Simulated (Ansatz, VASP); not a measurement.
## Si: VASP beside Ansatz

```xyz
2
Lattice="0.0000 2.6663 2.6663 2.6663 0.0000 2.6663 2.6663 2.6663 0.0000" Properties=species:S:1:pos:R:3 pbc="T T T"
Si    2.6663    2.6663    2.6663
Si    3.9994    3.9994    3.9994
```

Alike in both runs: task single point; functional PBEsol-based global hybrid; k mesh 4 × 4 × 4; occupations fermi-dirac, width 0.05 eV; no spin polarisation.

|  | VASP | Ansatz |
| --- | --- | --- |
| version | VASP 6.6.1 | Ansatz 0.2.0 |
| potentials or method | VASP PAW PBE potentials, release 64 (Si) | Ansatz PAW |
| plane-wave cutoff (eV) | 520 | 420 |
| valence electrons in the cell | 8 | 8 |

|  | VASP | Ansatz | Ansatz less VASP |
| --- | --- | --- | --- |
| gap on the k mesh at the Fermi level (eV) | 1.86 | 1.80 | -0.059 |
| least direct gap on the mesh (eV) | 4.09 | 4.03 | -0.060 |
| pressure (GPa) | 5.6 | 5.9 | +0.30 |

The functional is the same, so the differences come from potentials, cutoffs and numerics.

Caveats: the k mesh is coarse (spacing up to 0.51 Å⁻¹), so the values aren't converged (VASP); the PAW data sets were made with another functional, which shifts forces and pressure a little (VASP); the k mesh is coarse (spacing up to 0.51 Å⁻¹), so the values aren't converged, least of all with exact exchange (Ansatz); the PAW data sets come from PBE, with cores solved anew for the run's functional, which leaves a small shift of forces and pressure (Ansatz); the thresholds are loose for stress (Ansatz). A k mesh can miss the band edges.
